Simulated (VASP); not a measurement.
Method: LDA (Ceperley-Alder, Perdew-Zunger), VASP's LDA PAW potentials (set 64) (plane waves; VASP).

VASP ran on this input.

### INCAR
```
ALGO = Normal
EDIFF = 1E-7
ENCUT = 520
ISIF = 2
ISMEAR = -5
LASPH = T
LCHARG = T
LEFG = T
LMAXMIX = 4
LORBIT = 11
LREAL = F
LWAVE = F
NEDOS = 601
NELM = 100
PREC = Accurate
SYSTEM = CdF2
```

### KPOINTS
```
Automatic mesh
0
Gamma
8 8 8
0 0 0
```

**POSCAR**
```
CdF2
2.6579660
  0.0000000000   1.0000000578   1.0000000578
  1.0000000578   0.0000000000   1.0000000578
  1.0000000578   1.0000000578   0.0000000000
Cd F
1 2
Cartesian
  0.0000000000   0.0000000000   0.0000000000
  0.5000000289   0.5000000289   0.5000000289
  1.5000000867   1.5000000867   1.5000000867
```

POTCAR, in this order: Cd F (LDA.64 set). Program: vasp_std.

Output

### OSZICAR
```
       N       E                     dE             d eps       ncg     rms          rms(c)
DAV:   1     0.195935392040E+03    0.19594E+03   -0.15988E+04  1002   0.157E+03
DAV:   2    -0.591087788812E+01   -0.20185E+03   -0.19739E+03  1118   0.382E+02
DAV:   3    -0.142133013591E+02   -0.83024E+01   -0.82821E+01  1053   0.865E+01
DAV:   4    -0.142572791390E+02   -0.43978E-01   -0.43970E-01  1129   0.622E+00
DAV:   5    -0.142574287456E+02   -0.14961E-03   -0.14960E-03  1122   0.338E-01    0.109E+01
DAV:   6    -0.127613750285E+02    0.14961E+01   -0.45607E+00  1288   0.409E+01    0.830E+00
DAV:   7    -0.127681106231E+02   -0.67356E-02   -0.65919E-01   991   0.880E+00    0.479E+00
DAV:   8    -0.127443105274E+02    0.23800E-01   -0.13882E-01  1024   0.381E+00    0.678E-01
DAV:   9    -0.127363125201E+02    0.79980E-02   -0.32040E-02  1290   0.244E+00    0.861E-02
DAV:  10    -0.127365674574E+02   -0.25494E-03   -0.25921E-03   990   0.573E-01    0.612E-02
DAV:  11    -0.127365838620E+02   -0.16405E-04   -0.77767E-05  1046   0.160E-01    0.355E-02
DAV:  12    -0.127365803282E+02    0.35338E-05   -0.31559E-05  1062   0.631E-02    0.913E-03
DAV:  13    -0.127365805667E+02   -0.23852E-06   -0.16942E-06  1043   0.154E-02    0.208E-03
DAV:  14    -0.127365805911E+02   -0.24384E-07   -0.66498E-08   794   0.268E-03
   1 F= -.12736581E+02 E0= -.12736581E+02  d E =0.000000E+00
```

**OUTCAR**
```
------------------------ aborting loop because EDIFF is reached ----------------------------------------
  FORCE on cell =-STRESS in cart. coord.  units (eV):
  Direction    XX          YY          ZZ          XY          YZ          ZX
  --------------------------------------------------------------------------------------
  Total       -0.0153203     -0.0153203     -0.0153203      0.0000000      0.0000000      0.0000000
  in kB       -0.6535810     -0.6535810     -0.6535810      0.0000000      0.0000000      0.0000000
  external PRESSURE =      -0.6535810 kB  Pullay stress =       0.0000000 kB
  volume of cell :       37.56
      direct lattice vectors                 reciprocal lattice vectors
     0.000000000  2.657966154  2.657966154    -0.188113757  0.188113757  0.188113757
     2.657966154  0.000000000  2.657966154     0.188113757 -0.188113757  0.188113757
     2.657966154  2.657966154  0.000000000     0.188113757  0.188113757 -0.188113757
 POSITION                                       TOTAL-FORCE (eV/Angst)
 -----------------------------------------------------------------------------------
      0.00000      0.00000      0.00000        -0.000000      0.000000      0.000000
      1.32898      1.32898      1.32898         0.000000      0.000000      0.000000
      3.98695      3.98695      3.98695         0.000000     -0.000000     -0.000000
 -----------------------------------------------------------------------------------
    total drift:                                0.000000      0.000000      0.000000
  FREE ENERGIE OF THE ION-ELECTRON SYSTEM (eV)
  ---------------------------------------------------
  free  energy   TOTEN  =       -12.7365805911 eV

  energy  without entropy=      -12.7365805911  energy(sigma->0) =      -12.73658059

 total charge

# of ion       s       p       d       tot
------------------------------------------
    1        0.249   0.221   9.687  10.157
    2        1.731   4.322   0.000   6.053
    3        1.731   4.322   0.000   6.053
--------------------------------------------------
tot          3.712   8.865   9.687  22.263

 Electric field gradients after diagonalization (V/A^2)
 (convention: |V_zz| > |V_xx| > |V_yy|)
----------------------------------------------------------------------
 ion       V_xx      V_yy      V_zz     asymmetry (V_yy - V_xx)/ V_zz
----------------------------------------------------------------------
   1       0.001     0.001    -0.003       0.000
   2      -0.007    -0.007     0.014       0.000
   3      -0.007    -0.007     0.014       0.000
```
(Selected blocks of OUTCAR.)

OUTCAR:
```
 val. band max:       -1.3364544434   @ k =  -0.2500   0.5000   0.2500

 cond. band min:       1.6018768135   @ k =   0.0000   0.0000   0.0000


 Fermi energy:        -1.3009056075

 k-point     1 :       0.0000    0.0000    0.0000
  band No.  band energies     occupation
      1     -22.0268      2.00000
      2     -20.7182      2.00000
      3      -7.1321      2.00000
      4      -7.1321      2.00000
      5      -7.1321      2.00000
      6      -5.6631      2.00000
      7      -5.6631      2.00000
      8      -2.4536      2.00000
      9      -2.4536      2.00000
     10      -2.4536      2.00000
     11      -1.7628      2.00000
     12      -1.7628      2.00000
     13      -1.7628      2.00000
     14       1.6019      0.00000
     15      11.1515      0.00000
     16      11.1515      0.00000
     17      11.1515      0.00000

 k-point     2 :       0.1250    0.0000    0.0000
  band No.  band energies     occupation
      1     -21.9681      2.00000
      2     -20.7727      2.00000
      3      -7.0648      2.00000
      4      -7.0648      2.00000
      5      -6.9428      2.00000
      6      -5.6876      2.00000
      7      -5.6876      2.00000
      8      -2.9528      2.00000
      9      -2.5510      2.00000
     10      -2.5510      2.00000
     11      -1.9090      2.00000
     12      -1.7677      2.00000
     13      -1.7677      2.00000
     14       2.2158      0.00000
     15      10.4289      0.00000
     16      11.4027      0.00000
     17      11.4027      0.00000

 k-point     3 :       0.2500    0.0000    0.0000
  band No.  band energies     occupation
      1     -21.8088      2.00000
      2     -20.9166      2.00000
      3      -6.9075      2.00000
      4      -6.9075      2.00000
      5      -6.4301      2.00000
      6      -5.7111      2.00000
      7      -5.7111      2.00000
      8      -3.7472      2.00000
      9      -2.8449      2.00000
     10      -2.8449      2.00000
     11      -2.5045      2.00000
...
```

The structure comes from a computed database's CdF2 entry (Fm-3m); how it stands against other phases isn't given here. It was relaxed first.
